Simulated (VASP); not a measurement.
Given:

```
CELL_PARAMETERS angstrom
      1.66944    -2.89156     0.00000
      1.66944     2.89156     0.00000
      0.00000     0.00000    13.45569
ATOMIC_POSITIONS crystal
  W  0.33333 0.66667 0.25000
  W  0.66667 0.33333 0.75000
  Se 0.33333 0.66667 0.87705
  Se 0.66667 0.33333 0.37705
  Se 0.66667 0.33333 0.12295
  Se 0.33333 0.66667 0.62295
```

Level of theory: PBEsol GGA, VASP's PBE PAW potentials (set 64) (plane waves; VASP). Run with 520 eV cut-off, 8×8×2 Γ-centred mesh, Gaussian smearing of 0.050 eV, potentials W_sv Se.

Without a dispersion term in the relaxation, distances and binding between the weakly bound layers, chains or molecules are unreliable, and so is what depends on them.

Question: The ions and cell shape at fixed volume are relaxed. Give the cell that the relaxation ends in.

Answer: 
```
CELL_PARAMETERS angstrom
      1.64063    -2.84165     0.00000
      1.64063     2.84165     0.00000
      0.00000     0.00000    13.93243
ATOMIC_POSITIONS crystal
  W  0.33333 0.66667 0.25000
  W  0.66667 0.33333 0.75000
  Se 0.33333 0.66667 0.87019
  Se 0.66667 0.33333 0.37019
  Se 0.66667 0.33333 0.12981
  Se 0.33333 0.66667 0.62981
```
Space group P6_3/mmc (194), at a tolerance of 0.03 Å.

Question: How much energy does the relaxation gain?

Answer: The energy (σ→0) changes by -26.5 meV/atom, in 8 ionic steps.

The compound is WSe2 in the 2H layered structure. This cell is one point of a volume scan, at 1.06 of the reference volume. Symmetry was kept, so distortions that lower it aren't found.
